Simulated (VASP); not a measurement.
OSZICAR of a VASP run on KI (rock salt):

### OSZICAR
```
       N       E                     dE             d eps       ncg     rms          rms(c)
DAV:   1     0.925012026216E+02    0.92501E+02   -0.63192E+03   480   0.110E+03
DAV:   2     0.675892992213E+00   -0.91825E+02   -0.86812E+02   576   0.237E+02
DAV:   3    -0.510914693112E+01   -0.57850E+01   -0.57654E+01   624   0.577E+01
DAV:   4    -0.536194203865E+01   -0.25280E+00   -0.25257E+00   872   0.101E+01
DAV:   5    -0.536300732973E+01   -0.10653E-02   -0.10653E-02   636   0.736E-01    0.236E+00
DAV:   6    -0.525353365021E+01    0.10947E+00   -0.16730E-01   592   0.226E+00    0.177E+00
DAV:   7    -0.525396129042E+01   -0.42764E-03   -0.18652E-01   604   0.239E+00    0.862E-01
DAV:   8    -0.526893303814E+01   -0.14972E-01   -0.24375E-02   544   0.119E+00    0.117E-01
DAV:   9    -0.527012018003E+01   -0.11871E-02   -0.23920E-03   620   0.307E-01    0.734E-02
DAV:  10    -0.527058930831E+01   -0.46913E-03   -0.60799E-04   556   0.180E-01    0.296E-02
DAV:  11    -0.527066001229E+01   -0.70704E-04   -0.97061E-05   636   0.757E-02    0.166E-02
DAV:  12    -0.527067182638E+01   -0.11814E-04   -0.18691E-05   552   0.349E-02    0.962E-03
DAV:  13    -0.527067384907E+01   -0.20227E-05   -0.36137E-06   604   0.149E-02    0.221E-03
DAV:  14    -0.527067399026E+01   -0.14119E-06   -0.22938E-07   616   0.352E-03    0.489E-04
DAV:  15    -0.527067409692E+01   -0.10666E-06   -0.10819E-07   556   0.242E-03    0.565E-04
DAV:  16    -0.527067415379E+01   -0.56863E-07   -0.43500E-09   416   0.585E-04
   1 F= -.52706742E+01 E0= -.52706742E+01  d E =0.000000E+00
```

### Question
Which electronic solver shows in the log?

### Answer
It is blocked Davidson (ALGO = Normal, or the opening steps of other solvers). The INCAR had ALGO = Normal.

### Question
Can the final energy be trusted as converged?

### Answer
The calculation finished and met its thresholds. It stopped with EDIFF = 1E-7, NELM = 100 (RPBE GGA, plane waves, VASP's PBE PAW potentials (set 64)).

The compound is KI in the rock salt structure. It was relaxed first, which changed the volume by +16 %.
